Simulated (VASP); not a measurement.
Here is the system:

```xyz
2
Lattice="0.0000 2.2165 2.2165 2.2165 0.0000 2.2165 2.2165 2.2165 0.0000" Properties=species:S:1:pos:R:3 pbc="T T T"
Nb     0.0000     0.0000     0.0000
N      2.2165     2.2165     2.2165
```

Method: revPBE GGA, VASP's PBE PAW potentials (set 64) (plane waves; VASP 6.6.1). Run with 520 eV cut-off, Gaussian smearing of 0.050 eV, potentials Nb_sv N.

Problem. What does the run give for the band gap (along the path) with the smallest direct gap where there is one?

Solution. 
| Quantity | Result |
|---|---|
| band gap (along the path) | none (metal, semimetal or under 0.01 eV) |

The compound is NbN in the rock salt structure, the cubic δ form, which competes with hexagonal ones. It was relaxed first.
